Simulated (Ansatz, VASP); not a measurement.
# Al (annealed particle of Al): VASP beside Ansatz

Wanted: the spread between two codes on one cell, functional and k mesh. Of the first pair: The structure shown is the start of the Ansatz relaxation below; VASP solves that cell, so the two are compared at the walk's first step.

Program: Ansatz 0.2.0. Level of theory: plane waves, with VASP 6.6.1 beside it; single point at PBEsol. Results are calculated unless marked as measured.

### 1. The starting structure

The cell holds 140 atoms: 140 Al. Its edges and angles: a = 25.907 Å, b = 26.058 Å, c = 25.784 Å, α = 90.0°, β = 90.0°, γ = 90.0°. It derives from Al (fcc Al). As first built, before any earlier steps moved the atoms (in the runner's words): 1 sphere(s) of radius 8.18 A cut from fcc Al (a = 4.05 A), in vacuum; annealed 20 ps at 500 K with the Finnis-Sinclair Al potential (Mendelev, file Al_mm.eam.fs of the LAMMPS distribution), cooled to 300 K. . Vacuum lies along a, b and c.

### 2. Ansatz: relaxation, PBEsol

Ansatz runs on its PAW soft_1 files.

The two programs are compared at the cell with which this relaxation starts, whose forces are those of its first step.

File input.yaml:

```yaml
crystal:
  lattice:
    - [25.90732, 0.0, 0.0]
    - [0.0, 26.05777, 0.0]
    - [0.0, 0.0, 25.78389]
  atoms:
    - { symbol: Al, position: [0.40957, 0.50098, 0.27643] }
    - { symbol: Al, position: [0.27436, 0.38394, 0.33902] }
    - { symbol: Al, position: [0.41005, 0.56908, 0.2] }
    - { symbol: Al, position: [0.23569, 0.45575, 0.39962] }
    - { symbol: Al, position: [0.32276, 0.48198, 0.33901] }
    - { symbol: Al, position: [0.28228, 0.5509, 0.4133] }
    - { symbol: Al, position: [0.36092, 0.32727, 0.33728] }
    - { symbol: Al, position: [0.3266, 0.40392, 0.42272] }
    - { symbol: Al, position: [0.43755, 0.20331, 0.43625] }
    - { symbol: Al, position: [0.25877, 0.62645, 0.49047] }
    - { symbol: Al, position: [0.20013, 0.5366, 0.47437] }
    - { symbol: Al, position: [0.20557, 0.46739, 0.54976] }
    - { symbol: Al, position: [0.29294, 0.48108, 0.49206] }
    - { symbol: Al, position: [0.25811, 0.5549, 0.55849] }
    - { symbol: Al, position: [0.23085, 0.39318, 0.47872] }
    - { symbol: Al, position: [0.26312, 0.31279, 0.40772] }
    - { symbol: Al, position: [0.29143, 0.41294, 0.56446] }
    - { symbol: Al, position: [0.2626, 0.47916, 0.64219] }
    - { symbol: Al, position: [0.31923, 0.32957, 0.49407] }
    - { symbol: Al, position: [0.46989, 0.65348, 0.22208] }
    - { symbol: Al, position: [0.36321, 0.41139, 0.27357] }
    - { symbol: Al, position: [0.49095, 0.51268, 0.21774] }
    - { symbol: Al, position: [0.47382, 0.58355, 0.29465] }
    - { symbol: Al, position: [0.45062, 0.34742, 0.28202] }
    - { symbol: Al, position: [0.5035, 0.4384, 0.29131] }
    - { symbol: Al, position: [0.53501, 0.29191, 0.30614] }
    - { symbol: Al, position: [0.3806, 0.64224, 0.27553] }
    - { symbol: Al, position: [0.34647, 0.64962, 0.4137] }
    - { symbol: Al, position: [0.4382, 0.66754, 0.35964] }
    - { symbol: Al, position: [0.41921, 0.74229, 0.43546] }
[... 104 atom lines left out ...]
    - { symbol: Al, position: [0.67821, 0.40282, 0.64851] }
    - { symbol: Al, position: [0.76635, 0.40524, 0.58313] }
    - { symbol: Al, position: [0.74554, 0.49692, 0.64585] }
    - { symbol: Al, position: [0.70139, 0.33002, 0.57091] }
    - { symbol: Al, position: [0.62644, 0.62277, 0.71163] }
    - { symbol: Al, position: [0.64624, 0.48598, 0.72096] }
kpoints:
  mp_grid: { grid: [1, 1, 1] }
hamiltonian:
  xc: pbesol
  pseudopotentials: { kind: paw, azcp: { folder: soft_1 }, xc_functional: pbe }
scf:
  occupations: { method: fermi_dirac, width: 0.1 }
output:
  forces: true
relax:
  f_tol: 0.05
  max_steps: 120
```

Launch:

```console
$ ansatz run input.yaml --threads 16 --pin off --max-ram 31232MiB --backend cpu --events-out ev --progress --plain --runs-dir out
```

Numbers of over 12 decimals in the logs are rounded to 6 here.

The program printed:

```text
Engine: ansatz 0.2.0, aarch64-unknown-linux-gnu
Pseudopotentials: kind: paw
Pseudopotential: Al, paw, valence charge 3, recommended cutoff 420 eV (normal), soft_1/Al.paw.azcp
Functional definition: PBEsol
  exchange = pbesol_x
  correlation = pbesol_c
Crystal: 140 atoms, lattice volume = 17406.369 Å³
Basis set: ecut = 420 eV, 340199 PW (Γ), exchange–correlation on 360×360×360 points (8 copies of the dense FFT grid, shifted against one another)
Bands: 350, of which v1, the nominal top of the filled ones, is band 210 counted from 1 (209 counted from 0)
Symmetry: 1 space group operations
Space group: P1 (ITA 1), of the structure as read, at distance tolerance 2.6e-4 Å
k-points: 1
Non-local potential: Al, projectors of the file, l = 0: 2, l = 1: 2, l = 2: 1
PAW form: soft (Blöchl's): semilocal exchange-correlation on the pseudo side does not see the compensation charge
PAW frozen core: Al, regenerated for the run's functional, and the local potential with it (the file was generated under x = pbe(κ = 0.804, μ = 0.219515), c = pbe(β = 0.066725))
PAW one-centre angular grid: Al, 110 points (default); XC on 64 Gauss nodes
Initial density: superposition of atomic densities (neutral atoms: chi_scale 0, normalization atom)
Initial wavefunctions: pseudopotential atomic-orbital guess
Functional: x = pbesol(κ = 0.804, μ = 0.123457), c = pbesol(β = 0.046)
SCF iter   1: F=—  HF=-73407.705734 eV  |F-HF|=—  |Δ(HF+E_count)|=         —  Δρ=1.30e-2  dr2=3.41e2  ethr=3.10e-3  ⟨swp⟩=9.0  Hψ=2299  notcnv=0  defer=6
preconditioner: auto → LDOS  [metal: Δε(μ)=0.028 eV  Ē_g=6.211 eV  σ=0.100 eV  W_gap=0.07  n_scr=924 (ndim 8)  ℏωp=5.8 eV  f_vac=0.739  D(μ)=60.05/eV (n_scr^D=146)  β→1.0]
SCF iter   2: F=—  HF=-73376.393239 eV  |F-HF|=—  |Δ(HF+E_count)|=    3.13e1  Δρ=9.05e-3  dr2=8.17e1  ethr=3.10e-3  ⟨swp⟩=7.0  Hψ=1218  notcnv=0  defer=24
SCF iter   3: F=—  HF=-73366.747176 eV  |F-HF|=—  |Δ(HF+E_count)|=    9.65e0  Δρ=1.41e-3  dr2=2.02e0  ethr=3.10e-3  ⟨swp⟩=5.0  Hψ=1061  notcnv=0  defer=15
SCF iter   4: F=—  HF=-73366.402840 eV  |F-HF|=—  |Δ(HF+E_count)|=   3.44e-1  Δρ=4.04e-4  dr2=1.37e-1  ethr=4.82e-4  ⟨swp⟩=4.0  Hψ=671  notcnv=0  defer=15
SCF iter   5: F=—  HF=-73366.401116 eV  |F-HF|=—  |Δ(HF+E_count)|=   1.72e-3  Δρ=1.23e-4  dr2=9.35e-3  ethr=3.26e-5  ⟨swp⟩=2.0  Hψ=616  notcnv=0  defer=15
SCF iter   6: F=—  HF=-73366.402170 eV  |F-HF|=—  |Δ(HF+E_count)|=   1.05e-3  Δρ=3.71e-5  dr2=8.36e-4  ethr=2.23e-6  ⟨swp⟩=3.0  Hψ=613  notcnv=0  defer=15
SCF iter   7: F=—  HF=-73366.402359 eV  |F-HF|=—  |Δ(HF+E_count)|=   1.89e-4  Δρ=1.11e-5  dr2=6.06e-5  ethr=1.99e-7  ⟨swp⟩=2.0  Hψ=458  notcnv=0  defer=15
SCF iter   8: F=-73366.402417 eV  HF=-73366.402406 eV  |F-HF|=1.06e-5  |Δ(HF+E_count)|=   4.69e-5  Δρ=3.61e-6  dr2=5.44e-6  ethr=1.44e-8  ⟨swp⟩=4.0  Hψ=981  notcnv=0
smearing: bands 209 to 210 share 2.016 electrons (they would hold 2.000 with every lower band full and every higher one empty; bands counted from 0; each is filled to between 0.4981 and 0.5097 of a full level; at each k-point the levels lie within 4.6e-3 eV, against a smearing width of 0.1000 eV). The entropy term TS of this state is 1.9886 eV
SCF 1 converged in 8 iterations: F = -73366.402417 eV  dr2 = 5.44e-6
  greatest PAW one-centre occupation: 0.556 electrons in one spin orbital (limit 2), on the Al atom at site 125 (counted from 0), in its partial waves of l = 0
relax step   1: F+E_penalty+E_count = -73366.40241665 eV  Δ(F+E_penalty+E_count) = +0.000e0 eV  max|allowed force component| = 1.820e0 eV/Å  Δτ_max = 0.0000 Å  (8 SCF iters, dr2 threshold 6.25e-5 eV, accepted)
Initial density: handed on by an earlier stage of this run
Initial wavefunctions: those handed on with the density
iter 1 solved again at ethr=9.45e-4 eV; its pass at ethr=3.10e-3 eV (dr2=3.97e0 eV) is discarded
SCF iter   1: F=—  HF=-73373.168942 eV  |F-HF|=—  |Δ(HF+E_count)|=         —  Δρ=2.00e-3  dr2=4.50e0  ethr=9.45e-4  ⟨swp⟩=5.0  Hψ=1519  notcnv=0  defer=14
eigensolver tolerance schedule calibrated: the retry pair's looser diagonalisation under-reported the residual by θ = 0.12 (0.23/decade); ethr = c·dr2/N_el runs at the constant in force after the calibration composes with the one it found (an armed cap, an earlier calibration), c = 1.9e-2
preconditioner: auto → LDOS  [metal: Δε(μ)=0.065 eV  Ē_g=5.906 eV  σ=0.100 eV  W_gap=0.16  n_scr=924 (ndim 8)  ℏωp=5.8 eV  f_vac=0.763  D(μ)=52.35/eV (n_scr^D=122)  β→1.0]
SCF iter   2: F=—  HF=-73372.704271 eV  |F-HF|=—  |Δ(HF+E_count)|=   4.65e-1  Δρ=1.18e-3  dr2=1.28e0  ethr=2.03e-4  ⟨swp⟩=4.0  Hψ=885  notcnv=0  defer=14
SCF iter   3: F=—  HF=-73372.528181 eV  |F-HF|=—  |Δ(HF+E_count)|=   1.76e-1  Δρ=2.10e-4  dr2=4.19e-2  ethr=5.80e-5  ⟨swp⟩=3.0  Hψ=543  notcnv=0  defer=14
SCF iter   4: F=—  HF=-73372.523342 eV  |F-HF|=—  |Δ(HF+E_count)|=   4.84e-3  Δρ=5.35e-5  dr2=2.19e-3  ethr=1.89e-6  ⟨swp⟩=3.0  Hψ=783  notcnv=0  defer=14
[...]
- { symbol: Al, position: [0.441904, 0.585941, 0.438749] }
    - { symbol: Al, position: [0.412899, 0.422424, 0.357411] }
    - { symbol: Al, position: [0.413039, 0.348081, 0.436416] }
    - { symbol: Al, position: [0.501834, 0.363512, 0.372472] }
    - { symbol: Al, position: [0.472006, 0.435749, 0.446042] }
    - { symbol: Al, position: [0.440567, 0.275139, 0.359262] }
    - { symbol: Al, position: [0.500400, 0.290981, 0.451629] }
    - { symbol: Al, position: [0.325287, 0.718195, 0.496697] }
    - { symbol: Al, position: [0.323953, 0.647303, 0.576563] }
    - { symbol: Al, position: [0.412052, 0.659633, 0.512841] }
    - { symbol: Al, position: [0.383417, 0.735967, 0.586551] }
    - { symbol: Al, position: [0.355068, 0.570902, 0.501550] }
    - { symbol: Al, position: [0.355557, 0.495894, 0.581753] }
    - { symbol: Al, position: [0.441774, 0.510715, 0.519306] }
    - { symbol: Al, position: [0.412713, 0.585387, 0.591214] }
    - { symbol: Al, position: [0.383658, 0.421451, 0.509425] }
    - { symbol: Al, position: [0.382499, 0.346091, 0.587920] }
    - { symbol: Al, position: [0.470536, 0.360937, 0.526263] }
    - { symbol: Al, position: [0.441770, 0.435383, 0.599197] }
    - { symbol: Al, position: [0.411645, 0.272609, 0.515978] }
    - { symbol: Al, position: [0.499782, 0.212903, 0.531421] }
    - { symbol: Al, position: [0.467886, 0.285434, 0.605081] }
    - { symbol: Al, position: [0.382208, 0.659860, 0.663924] }
    - { symbol: Al, position: [0.325735, 0.572598, 0.655452] }
[...]
- { symbol: Al, position: [0.704587, 0.644342, 0.651988] }
    - { symbol: Al, position: [0.676398, 0.477702, 0.567233] }
    - { symbol: Al, position: [0.676276, 0.400878, 0.644655] }
    - { symbol: Al, position: [0.763044, 0.415777, 0.583287] }
    - { symbol: Al, position: [0.735677, 0.488883, 0.656912] }
    - { symbol: Al, position: [0.703806, 0.328829, 0.568912] }
    - { symbol: Al, position: [0.616615, 0.629813, 0.710007] }
    - { symbol: Al, position: [0.648163, 0.474471, 0.716157] }
```

In the SCF lines HF is the Harris–Foulkes energy and dr2 the Hartree energy of the density residual, in eV; the loop may stop once dr2 is under the threshold and the program's other checks hold. Hψ counts applications of the Hamiltonian.

### 3. VASP: single point, PBEsol, start cell, pair 1

The same cell, functional, mesh and smearing now go to VASP, with its own data sets.

Lines of VASP's logs that name or quote its potential files are left out, and so is its time.

File INCAR:

```
SYSTEM = Al
PREC = Accurate
ENCUT = 400
EDIFF = 1E-06
NELM = 120
ISMEAR = -1
SIGMA = 0.1
LREAL = Auto
ALGO = Normal
GGA = PS
NBANDS = 308
LORBIT = 11
LWAVE = .FALSE.
LCHARG = .FALSE.
ISIF = 2
LASPH = .TRUE.
GGA_COMPAT = .FALSE.
```

File POSCAR:

```
Al
1.0
   25.9073200000      0.0000000000      0.0000000000
    0.0000000000     26.0577700000      0.0000000000
    0.0000000000      0.0000000000     25.7838900000
Al
140
Direct
    0.4095715033      0.5009791705      0.2764284210
    0.2743587527      0.3839392243      0.3390217690
    0.4100501325      0.5690816981      0.2000008532
    0.2356901447      0.4557488995      0.3996216242
    0.3227582012      0.4819790796      0.3390101338
    0.2822792940      0.5508990217      0.4133007083
    0.3609211605      0.3272689873      0.3372803716
    0.3265988145      0.4039217477      0.4227213194
    0.4375481524      0.2033097997      0.4362491463
    0.2587685643      0.6264503831      0.4904690487
    0.2001287667      0.5366000237      0.4743698488
    0.2055712440      0.4673884220      0.5497618862
    0.2929403736      0.4810810749      0.4920591889
    0.2581085191      0.5549016666      0.5584882653
    0.2308498139      0.3931802299      0.4787214032
    0.2631186861      0.3127896209      0.4077197040
    0.2914311476      0.4129401710      0.5644609871
    0.2626014578      0.4791584238      0.6421916941
    0.3192302407      0.3295715635      0.4940681953
    0.4698903630      0.6534787896      0.2220805317
    0.3632100889      0.4113897697      0.2735700470
    0.4909500481      0.5126800950      0.2177406125
    0.4738197544      0.5835495516      0.2946491007
    0.4506216776      0.3474203664      0.2820210604
    0.5034986251      0.4383989881      0.2913098062
    0.5350109544      0.2919090928      0.3061407724
    0.3805989967      0.6422383803      0.2755286344
    0.3464696464      0.6496181369      0.4137001826
    0.4382004777      0.6675398547      0.3596392941
    0.4192097060      0.7422891521      0.4354618330
[... 104 atom lines left out ...]
    0.6782098650      0.4028203488      0.6485095926
    0.7663509773      0.4052418914      0.5831315601
    0.7455383266      0.4969189612      0.6458490166
    0.7013886423      0.3300205658      0.5709107509
    0.6264407125      0.6227700989      0.7116304018
    0.6462382060      0.4859817245      0.7209618099
```

File KPOINTS:

```
Automatic mesh
0
Gamma
1 1 1
0 0 0
```

Potentials, in the order of the species: Al (PBE family, release 64).

Launch:

```console
$ export OMP_NUM_THREADS=3
$ mpirun -np 1 vasp_gam
```

The program printed:

```text
[banner, memory and clock lines left out]
running    1 mpi-ranks, on    1 nodes
[...]
Offloading initialized ...    1 GPUs detected
[...]
|                                                                             |
|               ----> ADVICE to this user running VASP <----                  |
|                                                                             |
|     You enforced a specific xc type in the INCAR file but a different       |
|     [... a line on the potential file left out ...]
|     I HOPE YOU KNOW WHAT YOU ARE DOING!                                     |
|                                                                             |

 LDA part: xc-table for (Slater+PW92), standard interpolation
 POSCAR, INCAR and KPOINTS ok, starting setup
[...]
entering main loop
       N       E                     dE             d eps       ncg     rms          rms(c)
DAV:   1     0.253963645504E+04    0.25396E+04   -0.98416E+04   640   0.733E+02
DAV:   2    -0.292727866831E+03   -0.28324E+04   -0.27321E+04   976   0.150E+02
DAV:   3    -0.531813456873E+03   -0.23909E+03   -0.23372E+03   684   0.501E+01
DAV:   4    -0.543720913382E+03   -0.11907E+02   -0.11809E+02  1000   0.124E+01
[...]
DAV:  33    -0.502441764951E+03   -0.17515E-05   -0.48951E-08   376   0.271E-04    0.199E-04
DAV:  34    -0.502441765972E+03   -0.10204E-05   -0.27725E-08   352   0.225E-04    0.139E-04
DAV:  35    -0.502441766722E+03   -0.75059E-06   -0.21954E-08   360   0.192E-04
   1 F= -.50244177E+03 E0= -.50144869E+03  d E =-.198615E+01
```

OUTCAR, selected parts (step 3):

```text
  FREE ENERGIE OF THE ION-ELECTRON SYSTEM (eV)
  ---------------------------------------------------
  free  energy   TOTEN  =      -502.4417667222 eV

  energy  without entropy=     -500.4556130471  energy(sigma->0) =     -501.44868988
```

### 4. Comparison

Known differences besides the potentials themselves: the cutoff is 420 eV in Ansatz and 400 eV in VASP (PREC = Accurate, projectors in real space); Ansatz makes its cores anew for this functional, VASP keeps those of its PBE data sets. Total energies have different zeros and are not compared.

Forces on 9 of the 140 atoms, those with the largest forces and the largest differences (eV/Å; atoms numbered as in POSCAR):

| atom | Ansatz x, y, z | VASP x, y, z |
| --- | --- | --- |
| Al2 | -0.057, 0.291, -0.968 | -0.062, 0.292, -0.981 |
| Al40 | -0.638, 1.177, 0.111 | -0.642, 1.184, 0.113 |
| Al43 | 0.664, -1.130, 0.829 | 0.669, -1.137, 0.834 |
| Al45 | 1.402, -0.657, -0.325 | 1.410, -0.659, -0.327 |
| Al59 | 0.457, -0.591, -1.280 | 0.460, -0.594, -1.288 |
| Al64 | 0.394, -0.886, 0.860 | 0.392, -0.898, 0.865 |
| Al102 | -0.075, -0.772, 0.933 | -0.071, -0.783, 0.939 |
| Al106 | 1.138, -0.690, -0.155 | 1.147, -0.691, -0.152 |
| Al134 | -1.820, -0.046, 0.150 | -1.828, -0.046, 0.152 |

The forces differ by 4.4 meV/Å r.m.s., which is 1.0 % of the r.m.s. force of 0.445 eV/Å (both taken over all components). With vacuum in the cell, a pressure given here is an average over mostly empty space and none of the material.

(Part 1 of 2 ends here.)

[Lines on the potential files, build, host, timing and source positions are cut from VASP's logs without a mark.]

[Logs are printed without paths, hosts, clocks, repeated set-up lines and the standing remarks that a program may print on its own settings, such as how far it seeks lower states.]

[Hosts, paths, dates, database ids (printed as entryN), source tags and the programs' standing remarks are cut or masked in the printed files.]
